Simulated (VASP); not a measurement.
All values below come from PBEsol GGA, VASP's PBE PAW potentials (set 64) (plane waves; VASP).

VASP input:

### POSCAR
```
Pt
1
    0.0000000000     1.9769492984     1.9769492984
    1.9769492984     0.0000000000     1.9769492984
    1.9769492984     1.9769492984     0.0000000000
Pt
1
Direct
  0.0000000000   0.0000000000   0.0000000000
```

KPOINTS:
```
Automatic mesh
0
Gamma
16 16 16
0 0 0
```

### INCAR
```
SYSTEM  =  Pt
PREC  =  Accurate; ENCUT  =  520; LREAL  =  F
LASPH  =  T
EDIFF  =  1E-7; NELM  =  100; ALGO  =  Normal
LMAXMIX  =  6
ISMEAR  =  1; SIGMA  =  0.1
GGA  =  PS
ISIF  =  2
LWAVE  =  F; LCHARG  =  F
```

POTCAR, in this order: Pt (PBE.64 set). Program: vasp_std.

Unless said otherwise, spin-orbit coupling is left out, though it shifts the bands of the heavy elements here.

**Question.** Predict the energy per atom (σ→0), pressure, band gap (on the k-mesh).

**Answer.** 
```yaml
energy per atom (σ→0): -6.951 eV/atom
band gap (on the k-mesh): none (metal, semimetal or under 0.01 eV)
pressure: -7.88 GPa
```

File OSZICAR:
```
...
DAV:   6    -0.699815452711E+01    0.41504E+00   -0.11442E+00  2667   0.958E+00    0.629E+00
DAV:   7    -0.695517820255E+01    0.42976E-01   -0.16956E-01  2816   0.354E+00    0.251E+00
DAV:   8    -0.695114275802E+01    0.40354E-02   -0.53732E-03  2826   0.764E-01    0.576E-01
DAV:   9    -0.695092283648E+01    0.21992E-03   -0.14547E-04  2797   0.129E-01    0.233E-02
DAV:  10    -0.695092675478E+01   -0.39183E-05   -0.23176E-06  2953   0.117E-02    0.207E-03
DAV:  11    -0.695092697199E+01   -0.21721E-06   -0.92311E-08  2503   0.308E-03    0.132E-03
DAV:  12    -0.695092694622E+01    0.25763E-07   -0.29374E-09  1354   0.571E-04
   1 F= -.69509269E+01 E0= -.69506225E+01  d E =-.913223E-03
```

The compound is Pt in the fcc structure. This cell is one point of a volume scan, at 1.03 of the reference volume.
